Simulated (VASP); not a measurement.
Consider the following.

```
AuRb
1.0
    4.10459     0.00000     0.00000
    0.00000     4.10459     0.00000
    0.00000     0.00000     4.10459
Rb Au
1 1
Direct
  0.50000   0.50000   0.50000
  0.00000   0.00000   0.00000
```

The numbers are results of PBE GGA, VASP's PBE PAW potentials (set 64) (plane waves; VASP 6.6.1), not measurements. Numerical set-up: 400 eV cut-off, 6×6×6 Γ-centred mesh, Gaussian smearing of 0.050 eV, potentials Rb_sv Au.

Energy and stress use the plane-wave basis of the starting cell.

### Question
The ions, cell shape and volume are relaxed. Which structure does the run end with?

### Answer

```
AuRb
1.0
    4.19510     0.00000     0.00000
    0.00000     4.19510     0.00000
    0.00000     0.00000     4.19510
Rb Au
1 1
Direct
  0.50000   0.50000   0.50000
  0.00000   0.00000   0.00000
```
Space group Pm-3m (221), at a tolerance of 0.03 Å.

### Question
How do energy and volume change from the first to the last step?

### Answer
The energy (σ→0) changes by -6.5 meV/atom and the volume by +6.8 %, in 3 ionic steps.

The structure comes from a computed database's RbAu entry (Pm-3m); how it stands against other phases isn't given here. This run relaxes it. Symmetry was kept, so distortions that lower it aren't found.
